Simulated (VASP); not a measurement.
Pt3Ti (L1_2) relaxed at rising pressure, in one space group throughout; other phases were not tried. The pressures are those reached. Calculation: PBEsol GGA, VASP's PBE PAW potentials (set 64) (plane waves; VASP).

```csv
P (GPa),V (Å³/atom),k-mesh
0.02,14.805,8×8×8
4.91,14.549,8×8×8
9.89,14.311,8×8×8
19.91,13.893,8×8×8
29.92,13.537,8×8×8
```

### Question
Fit an equation of state and predict the volume at 44.77 GPa.

### Answer
Least squares on the third-order Birch-Murnaghan form, P = (3B0/2)(y⁷ − y⁵)[1 + (3/4)(B′ − 4)(y² − 1)] with y = (V0/V)^(1/3), gives V0 = 14.807 Å³/atom, B0 = 267 GPa and B′ = 5.0, and so 13.089 Å³/atom. The run gave 13.091 Å³/atom, +0.0 % from the fit.

Pressures at which the relaxation failed are left out.

The compound is Pt3Ti in the L1_2 structure.
